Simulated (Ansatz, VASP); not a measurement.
**Two plane-wave programs on Zr3Mn**

File run.py:

```python
from ase.calculators.vasp import Vasp
from ase.dft.bandgap import bandgap
from ase.io import read

atoms = read('POSCAR')
atoms.set_initial_magnetic_moments([0.0, 0.0, 0.0, 4.0])
calc = Vasp(
    directory='calc',
    xc='pbesol',
    pp='PBE',
    setups='recommended',
    prec='Accurate',
    encut=520,
    ediff=1e-06,
    ismear=0,
    sigma=0.1,
    lreal=False,
    lasph=True,
    nelm=120,
    algo='Fast',
    isif=2,
    lwave=False,
    lcharg=True,
    ispin=2,
    lorbit=11,
    lmaxmix=4,
    lelf=True,
    lvhar=True,
    kpts=[6, 6, 6],
    gamma=True,
)
atoms.calc = calc

print('energy (eV):', atoms.get_potential_energy())
print('free energy (eV):', atoms.get_potential_energy(force_consistent=True))
print('forces (eV/A):')
print(atoms.get_forces())
print('stress (eV/A^3, Voigt):', atoms.get_stress())
print('Fermi level (eV):', calc.get_fermi_level())
print('moment (muB):', atoms.get_magnetic_moment())
print('site moments (muB):', atoms.get_magnetic_moments())
gap, top, bottom = bandgap(calc)
print('band gap (eV):', gap, 'from (spin, k, band)', top, 'to', bottom)
```

File POSCAR:

```
Zr3Mn
1.0
    4.3732200000      0.0000000000      0.0000000000
    0.0000000000      4.3732200000      0.0000000000
    0.0000000000      0.0000000000      4.3732200000
Zr Mn
3 1
Direct
    0.5000000000      0.5000000000      0.0000000000
    0.5000000000      0.0000000000      0.5000000000
    0.0000000000      0.5000000000      0.5000000000
    0.0000000000      0.0000000000      0.0000000000
```

input.yaml

```yaml
crystal:
  lattice:
    - [4.37322, 0.0, 0.0]
    - [0.0, 4.37322, 0.0]
    - [0.0, 0.0, 4.37322]
  atoms:
    - { symbol: Zr, position: [0.5, 0.5, 0.0] }
    - { symbol: Zr, position: [0.5, 0.0, 0.5] }
    - { symbol: Zr, position: [0.0, 0.5, 0.5] }
    - { symbol: Mn, position: [0.0, 0.0, 0.0], spin: 4.0 }
hamiltonian:
  xc: pbesol
  pseudopotentials: { kind: paw }
magnetization:
  spin_polarized: true
kpoints:
  mp_grid: { grid: [6, 6, 6] }
scf:
  occupations: { method: gaussian, width: 0.1 }
output:
  forces: true
  stress: true
  eigenvalues: true
```

The cell comes from a database or a generator and needn't be the stable form of this composition.

Alike in both runs: task single point; functional PBEsol; k mesh 6 × 6 × 6; occupations gaussian, width 0.1 eV; collinear spin, ferromagnetic start.

|  | VASP | Ansatz |
| --- | --- | --- |
| version | VASP 6.6.1 | Ansatz 0.2.0 |
| potentials or method | VASP PAW PBE potentials, release 64 (Zr_sv, Mn_pv) | Ansatz PAW |
| plane-wave cutoff (eV) | 520 | 420 |
| valence electrons in the cell | 49 | 51 |

VASP gave:

| Item | Value |
| --- | --- |
| gap on the k mesh at the Fermi level (eV) | none |
| pressure (GPa) | -4.3 |
| net moment per atom (μB) | 0.84 |
| size of the moment on the site where the two differ most (μB) | 3.43 |

Question: Estimate Ansatz's values.

Answer: gap on the k mesh at the Fermi level (eV): none; pressure (GPa): -4.4; net moment per atom (μB): 0.83; size of the moment on the site where the two differ most (μB): 3.56.

Site moments also hang on the region over which each program counts them. A gap of «none» marks a metal or a gap that the smearing closes. The two sets of potentials don't hold the same shells in valence.

Caveats: the PAW data sets were made with another functional, which shifts forces and pressure a little (VASP); the PAW data sets come from PBE, with cores solved anew for the run's functional, which leaves a small shift of forces and pressure (Ansatz).
